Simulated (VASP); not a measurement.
# VSn7O16 (a cell with a defect) in VASP: further runs

Runs on VSn7O16 (a cell with a defect). Level: PBEsol+U. Tasks: single point, relaxation of the atoms.

All numbers are computed with VASP 6.6.1; they aren't measurements. Logs are shortened: lines on timing, memory, paths and dates and some standing lists are left out, and cuts for length are marked.

## Step 1: Starting point

The cell holds a defect, 24 atoms: a = 9.475 Å, b = 6.700 Å, c = 7.941 Å, α = 65.05°, β = 53.37°, γ = 45.00°.

## Step 2: Single point, PBEsol+U, collinear spin, ferromagnetic start

Input file INCAR:

```
PREC = Accurate ; ENCUT = 450
EDIFF = 1E-5 ; ISMEAR = 0
SIGMA = 0.03 ; LREAL = Auto
LASPH = True ; NELM = 120
ALGO = Normal ; ISIF = 2
LWAVE = False ; LCHARG = False
ISPIN = 2 ; MAGMOM = 1 0 0 0 0 0 0 0 0 0 0 0 0 0 0 0 0 0 0 0 0 0 0 0
LORBIT = 11 ; LMAXMIX = 4
LDAU = True ; LDAUTYPE = 2
LDAUL = 2 -1 -1 ; LDAUU = 3 0 0
LDAUJ = 0 0 0 ; LDAUPRINT = 1
GGA = PS ; NBANDS = 126
KPAR = 4
```

Input file KPOINTS:

```
Automatic mesh
0
Gamma
  3 3 2
```

Input file POSCAR:

```
VSn7O16
1.0
    9.4747000000      0.0000000000      0.0000000000
    4.7373500000      4.7373500000      0.0000000000
    4.7373500000      0.0000000000      6.3728000000
V Sn O
1 7 16
Direct
    0.0000000000      0.0000000000      0.0000000000
    0.2500000000      0.0000000000      0.5000000000
    0.5000000000      0.0000000000      0.0000000000
    0.7500000000      0.0000000000      0.5000000000
    0.8750000000      0.5000000000      0.2500000000
    0.1250000000      0.5000000000      0.7500000000
    0.3750000000      0.5000000000      0.2500000000
    0.6250000000      0.5000000000      0.7500000000
    0.0000000000      0.3056200000      0.0000000000
    0.2500000000      0.3056200000      0.5000000000
    0.5000000000      0.3056200000      0.0000000000
    0.7500000000      0.3056200000      0.5000000000
    0.5693800000      0.8056200000      0.2500000000
    0.8193800000      0.8056200000      0.7500000000
    0.0693800000      0.8056200000      0.2500000000
    0.3193800000      0.8056200000      0.7500000000
    0.0000000000      0.6943800000      0.0000000000
    0.2500000000      0.6943800000      0.5000000000
    0.5000000000      0.6943800000      0.0000000000
    0.7500000000      0.6943800000      0.5000000000
    0.1806200000      0.1943800000      0.2500000000
    0.4306200000      0.1943800000      0.7500000000
    0.6806200000      0.1943800000      0.2500000000
    0.9306200000      0.1943800000      0.7500000000
```

Potentials or basis: VASP PAW PBE potentials, release 64 (V_sv, Sn_d, O).

Launch:

```sh
$ cat potpaw_PBE.64/V_sv/POTCAR potpaw_PBE.64/Sn_d/POTCAR potpaw_PBE.64/O/POTCAR > POTCAR
$ mpirun -np 4 vasp_std > vasp.out
```

OUTCAR:

```text
PREC = Accurate
   ENCUT = 450
   EDIFF = 1E-5
   ISMEAR = 0
   LREAL = Auto
   LASPH = True
   NELM = 120
   ISIF = 2
   ISPIN = 2
   LORBIT = 11
   GGA = PS

 ion  position               nearest neighbor table
   1  0.000  0.000  0.000-   9 2.05  17 2.05  16 2.06  15 2.06  23 2.06  24 2.06   4 3.19   2 3.19

   2  0.250  0.000  0.500-  10 2.05  18 2.05  16 2.06  13 2.06  21 2.06  24 2.06   1 3.19   3 3.19
                             6 3.71   5 3.71   7 3.71   8 3.71   6 3.71   7 3.71   8 3.71   5 3.71
   3  0.500  0.000  0.000-  11 2.05  19 2.05  14 2.06  13 2.06  21 2.06  22 2.06   2 3.19   4 3.19
                             7 3.71   6 3.71   8 3.71   5 3.71   5 3.71   7 3.71   8 3.71   6 3.71
   4  0.750  0.000  0.500-  12 2.05  20 2.05  15 2.06  14 2.06  22 2.06  23 2.06   3 3.19   1 3.19
                             8 3.71   7 3.71   5 3.71   6 3.71   5 3.71   6 3.71   8 3.71   7 3.71
   5  0.875  0.500  0.250-  13 2.05  21 2.05   9 2.06  17 2.06  20 2.06  12 2.06   8 3.19   6 3.19
                             3 3.71   4 3.71   2 3.71   2 3.71   4 3.71   3 3.71
   6  0.125  0.500  0.750-  14 2.05  22 2.05   9 2.06  17 2.06  18 2.06  10 2.06   5 3.19   7 3.19
                             4 3.71   2 3.71   3 3.71   2 3.71   3 3.71   4 3.71
   7  0.375  0.500  0.250-  15 2.05  23 2.05  10 2.06  18 2.06  19 2.06  11 2.06   6 3.19   8 3.19
                             2 3.71   3 3.71   4 3.71   3 3.71   4 3.71   2 3.71
   8  0.625  0.500  0.750-  16 2.05  24 2.05  11 2.06  19 2.06  20 2.06  12 2.06   7 3.19   5 3.19
                             2 3.71   3 3.71   4 3.71   4 3.71   3 3.71   2 3.71
   9  0.000  0.306  0.000-   1 2.05   5 2.06   6 2.06
  10  0.250  0.306  0.500-   2 2.05   6 2.06   7 2.06
  11  0.500  0.306  0.000-   3 2.05   7 2.06   8 2.06
  12  0.750  0.306  0.500-   4 2.05   5 2.06   8 2.06
  13  0.569  0.806  0.250-   5 2.05   3 2.06   2 2.06
  14  0.819  0.806  0.750-   6 2.05   4 2.06   3 2.06
[... 8 lines left out ...]
  23  0.681  0.194  0.250-   7 2.05   4 2.06   1 2.06
  24  0.931  0.194  0.750-   8 2.05   2 2.06   1 2.06

  LATTYP: Found a body centered tetragonal cell.
 ALAT       =     6.6996246197
 C/A-ratio  =     1.9024349458

  Lattice vectors:

 A1 = (   0.0000000000,  -4.7373500000,  -6.3728000000)
 A2 = (   0.0000000000,   4.7373500000,  -6.3728000000)
 A3 = (   4.7373500000,   0.0000000000,   6.3728000000)

Analysis of symmetry for initial positions (statically):
=====================================================================
 Subroutine PRICEL returns:
 Original cell was already a primitive cell.

 Routine SETGRP: Setting up the symmetry group for a
 body centered tetragonal supercell.

 Subroutine GETGRP returns: Found  8 space group operations
 (whereof  8 operations were pure point group operations)
 out of a pool of 16 trial point group operations.

The static configuration has the point symmetry D_2h.

Analysis of symmetry for dynamics (positions and initial velocities):
=====================================================================
 Subroutine PRICEL returns:
 Original cell was already a primitive cell.

 Routine SETGRP: Setting up the symmetry group for a
 body centered tetragonal supercell.

 Subroutine GETGRP returns: Found  8 space group operations
 (whereof  8 operations were pure point group operations)
 out of a pool of 16 trial point group operations.

The dynamic configuration has the point symmetry D_2h.

Analysis of structural, dynamic, and magnetic symmetry:
=====================================================================
 Subroutine PRICEL returns:
 Original cell was already a primitive cell.

 Routine SETGRP: Setting up the symmetry group for a
 body centered tetragonal supercell.

 Subroutine GETGRP returns: Found  8 space group operations
 (whereof  8 operations were pure point group operations)
 out of a pool of 16 trial point group operations.

The overall configuration has the point symmetry D_2h.

 Subroutine INISYM returns: Found  8 space group operations
 (whereof  8 operations are pure point group operations),
 and found     1 'primitive' translations

----------------------------------------------------------------------------------------

                                     Primitive cell

  volume of cell :     286.0429

[... 159 lines left out ...]
     AMIX_MAG =   1.60;   BMIX_MAG =  1.00
  volume/ion in A,a.u.               =      11.92        80.43
  Fermi-wavevector in a.u.,A,eV,Ry     =   1.469787  2.777496 29.392328  2.160275
  Thomas-Fermi vector in A             =   2.585123
   LORBIT       =     11    0 simple, 1 ext, 2 COOP (PROOUT), +10 PAW based schemes
 LDA+U is selected, type is set to LDAUTYPE =  2
   angular momentum for each species LDAUL =     2   -1   -1
   U (eV)           for each species LDAUU =   3.0  0.0  0.0
   J (eV)           for each species LDAUJ =   0.0  0.0  0.0
   GGA     = PS    functional components
   LHFCALC =     F    Hartree Fock is set to
   AEXX    =    0.0000 exact exchange contribution
   IVDW    =     0    specifies the selected vdW correction
   LEPSILON=     F    determine dielectric tensor
   LRPA    =     F    only Hartree local field effects (RPA)
 spin polarized calculation
 Gauss-broadening in eV      SIGMA  =   0.03
  energy-cutoff  :      450.00
  volume of cell :      286.04
 maximum number of plane-waves:      6215
 NGX is ok and might be reduce to    70
   NGX = 33   NGY = 23   NGZ = 27

atom =   1  type =  1  l = 2

 onsite density matrix

spin component  1

  0.5214  0.0000  0.2898  0.0000 -0.0000
  0.0000  0.2255  0.0000 -0.0577  0.0000
  0.2898  0.0000  0.7167  0.0000  0.0000
  0.0000 -0.0577  0.0000  0.2255  0.0000
 -0.0000  0.0000  0.0000  0.0000  0.1676

spin component  2

  0.1851  0.0000 -0.1061  0.0000 -0.0000
  0.0000  0.1780  0.0000 -0.0666  0.0000
 -0.1061  0.0000  0.1140  0.0000  0.0000
  0.0000 -0.0666  0.0000  0.1780  0.0000
 -0.0000  0.0000  0.0000  0.0000  0.1116

 occupancies and eigenvectors

  o =  0.0377  v =  0.0000  0.0000  0.0000  0.0000  0.0000 -0.5840  0.0000 -0.8117  0.0000 -0.0000      0.0000  0.0000  0.0000  0.0000  0.0000  0.0000  0.0000  0.0000  0.0000  0.0000
  o =  0.1114  v =  0.0000  0.0000  0.0000  0.0000  0.0000  0.0000 -0.7071  0.0000 -0.7071  0.0000      0.0000  0.0000  0.0000  0.0000  0.0000  0.0000  0.0000  0.0000  0.0000  0.0000
  o =  0.1116  v =  0.0000  0.0000  0.0000  0.0000  0.0000  0.0000 -0.0000  0.0000  0.0000 -1.0000      0.0000  0.0000  0.0000  0.0000  0.0000  0.0000  0.0000  0.0000  0.0000  0.0000
  o =  0.1676  v =  0.0000  0.0000  0.0000  0.0000  1.0000  0.0000  0.0000  0.0000  0.0000  0.0000      0.0000  0.0000  0.0000  0.0000  0.0000  0.0000  0.0000  0.0000  0.0000  0.0000
  o =  0.1678  v =  0.0000 -0.7071  0.0000 -0.7071  0.0000  0.0000  0.0000  0.0000  0.0000  0.0000      0.0000  0.0000  0.0000  0.0000  0.0000  0.0000  0.0000  0.0000  0.0000  0.0000
  o =  0.2447  v =  0.0000  0.0000  0.0000  0.0000  0.0000  0.0000 -0.7071  0.0000  0.7071  0.0000      0.0000  0.0000  0.0000  0.0000  0.0000  0.0000  0.0000  0.0000  0.0000  0.0000
  o =  0.2614  v =  0.0000  0.0000  0.0000  0.0000  0.0000 -0.8117  0.0000  0.5840  0.0000  0.0000      0.0000  0.0000  0.0000  0.0000  0.0000  0.0000  0.0000  0.0000  0.0000  0.0000
  o =  0.2832  v =  0.0000  0.7071 -0.0000 -0.7071 -0.0000  0.0000  0.0000  0.0000  0.0000  0.0000      0.0000  0.0000  0.0000  0.0000  0.0000  0.0000  0.0000  0.0000  0.0000  0.0000
  o =  0.3133  v = -0.8122  0.0000  0.5834  0.0000 -0.0000  0.0000  0.0000  0.0000  0.0000  0.0000      0.0000  0.0000  0.0000  0.0000  0.0000  0.0000  0.0000  0.0000  0.0000  0.0000
  o =  0.9249  v = -0.5834  0.0000 -0.8122  0.0000  0.0000  0.0000  0.0000  0.0000  0.0000  0.0000      0.0000  0.0000  0.0000  0.0000  0.0000  0.0000  0.0000  0.0000  0.0000  0.0000

 number of electron     207.0000013 magnetization       1.0019916

 Free energy of the ion-electron system (eV)
  ---------------------------------------------------
  ext. energy  EPLUGINS =         0.00000000
  ---------------------------------------------------
  free energy    TOTEN  =      -162.88134097 eV

  energy without entropy =     -162.88134097  energy(sigma->0) =     -162.88134097

 E-fermi :   5.8201     XC(G=0): -11.4765

 val. band max:        5.6725700598   @ k =   0.0000   0.0000   0.0000
 cond. band min:       7.0847178192   @ k =   0.3333   0.3333   0.0000
 fundamental gap:      1.4121477594
 Fermi energy:         5.8201457878

 spin component 1

 k-point     1 :       0.0000    0.0000    0.0000
  band No.  band energies     occupation
      1     -59.9080      1.00000
      2     -33.9841      1.00000
      3     -33.6744      1.00000
      4     -33.5808      1.00000
      5     -15.3143      1.00000
      6     -15.1124      1.00000
[... 1169 lines left out ...]
    114      11.5263      0.00000
    115      12.0967      0.00000
 Fermi energy:         5.8201457878

 spin component 2

 k-point     1 :       0.0000    0.0000    0.0000
  band No.  band energies     occupation
      1     -58.7787      1.00000
      2     -33.3944      1.00000
      3     -32.3731      1.00000
      4     -32.1108      1.00000
      5     -15.3148      1.00000
      6     -15.1150      1.00000
[... 1169 lines left out ...]
    114      11.5575      0.00000
    115      12.1103      0.00000
 [bands above 115 left out]

------------------------ aborting loop because EDIFF is reached ----------------------------------------

  FORCE on cell =-STRESS in cart. coord.  units (eV):
  Direction    XX          YY          ZZ          XY          YZ          ZX
  --------------------------------------------------------------------------------------
  -------------------------------------------------------------------------------------
  Total       -1.5490001     -1.5490001      0.0926763     -1.1262024      0.0000000      0.0000000
  in kB       -8.6762249     -8.6762249      0.5190963     -6.3080600      0.0000000      0.0000000
  external PRESSURE =      -5.6111178 kB  Pullay stress =       0.0000000 kB

 VOLUME and BASIS-vectors are now :
 -----------------------------------------------------------------------------
  energy-cutoff  :      450.00
  volume of cell :      286.04
      direct lattice vectors                 reciprocal lattice vectors
     9.474700000  0.000000000  0.000000000     0.105544239 -0.105544239 -0.078458448
     4.737350000  4.737350000  0.000000000     0.000000000  0.211088478  0.000000000
     4.737350000  0.000000000  6.372800000     0.000000000  0.000000000  0.156916897

 POSITION                                       TOTAL-FORCE (eV/Angst)
 -----------------------------------------------------------------------------------
      0.00000      0.00000      0.00000         0.000000     -0.000000      0.000000
      4.73735      0.00000      3.18640         0.000000     -0.000000      0.240081
      4.73735      0.00000      0.00000         0.000000     -0.000000      0.000000
      9.47470      0.00000      3.18640         0.000000     -0.000000     -0.240081
     11.84337      2.36868      1.59320         0.000000     -0.000000      0.208262
      7.10603      2.36868      4.77960         0.000000     -0.000000     -0.208262
[... 16 lines left out ...]
      8.55385      0.92085      1.59320         0.785250     -0.785250     -1.221409
     13.29120      0.92085      4.77960         0.785250     -0.785250      1.221409
 -----------------------------------------------------------------------------------
    total drift:                                0.000000      0.000000      0.000000

  FREE ENERGIE OF THE ION-ELECTRON SYSTEM (eV)
  ---------------------------------------------------
  free  energy   TOTEN  =      -162.8813409747 eV

  energy  without entropy=     -162.8813409747  energy(sigma->0) =     -162.88134097

 total charge

# of ion       s       p       d       tot
------------------------------------------
    1        2.238   6.238   2.599  11.075
    2        0.887   1.111  10.394  12.392
    3        0.885   1.116  10.393  12.394
    4        0.887   1.111  10.394  12.392
    5        0.887   1.114  10.391  12.392
    6        0.887   1.114  10.391  12.392
[... 16 lines left out ...]
   23        1.567   3.463   0.000   5.030
   24        1.567   3.463   0.000   5.030
--------------------------------------------------
tot         33.505  69.814  75.345 178.664

 magnetization (x)

# of ion       s       p       d       tot
------------------------------------------
    1        0.011   0.010   1.086   1.106
    2        0.005   0.003   0.000   0.008
    3        0.000   0.000   0.000   0.000
    4        0.005   0.003   0.000   0.008
    5        0.001   0.000  -0.001   0.000
    6        0.001   0.000  -0.001   0.000
[... 16 lines left out ...]
   23       -0.001  -0.026   0.000  -0.027
   24       -0.001  -0.026   0.000  -0.027
--------------------------------------------------
tot          0.023  -0.147   1.086   0.962
```

Wall time 6.3 min (4 MPI ranks of Intel Xeon 6975P-C (Granite Rapids), shared host); peak memory 0.85 GiB.

Results:

```yaml
Free_energy: -162.8813 eV
Largest_force: 1.941 eV/Å
Band_gap_on_the_k_mesh: 1.41 eV, indirect (least direct gap 1.52 eV)
Net_moment: 1.00 μB per cell
Site_moments: V +1.11; Sn +0.01, +0.00; O -0.03, +0.00, -0.00 μB
Valence_electrons_inside_the_program's_atomic_spheres: V 11.07; Sn 12.39; O 5.03, 5.07
```

Forces on the atoms (eV/Å):
```
V    0.000  0.000  0.000
Sn   0.000  0.000  0.240
Sn   0.000  0.000  0.000
Sn   0.000  0.000 -0.240
Sn   0.000  0.000  0.208
Sn   0.000  0.000 -0.208
Sn   0.000  0.000 -0.211
Sn   0.000  0.000  0.211
O   -1.372 -1.372  0.000
O    0.004  0.004  0.048
O   -0.053 -0.053  0.000
O    0.004  0.004 -0.048
O    0.042 -0.042 -0.046
O    0.042 -0.042  0.046
O   -0.785  0.785 -1.221
O   -0.785  0.785  1.221
O    1.372  1.372  0.000
O   -0.004 -0.004  0.048
O    0.053  0.053  0.000
O   -0.004 -0.004 -0.048
O   -0.042  0.042 -0.046
O   -0.042  0.042  0.046
O    0.785 -0.785 -1.221
O    0.785 -0.785  1.221
```

Eigenvalues of the final occupation matrices:
| site | spin | trace | eigenvalues |
| --- | --- | --- | --- |
| site 1 d | 1 | 1.86 | 0.17 0.17 0.28 0.31 0.92 |
| site 1 d | 2 | 0.77 | 0.04 0.11 0.11 0.24 0.26 |

Caveat: the k mesh is coarse (spacing up to 0.49 Å⁻¹), so the values aren't converged; the cutoff is under 1.25 times the usual one of these potentials, so pressure, stress and relaxed cells hold a basis-set (Pulay) error; the PAW data sets were made with another functional, which shifts forces and pressure a little; spin-orbit coupling is left out, which moves the levels of the heavy elements. The state reached can hang on the start; a lower one may exist.

[end of part 1 of 3]
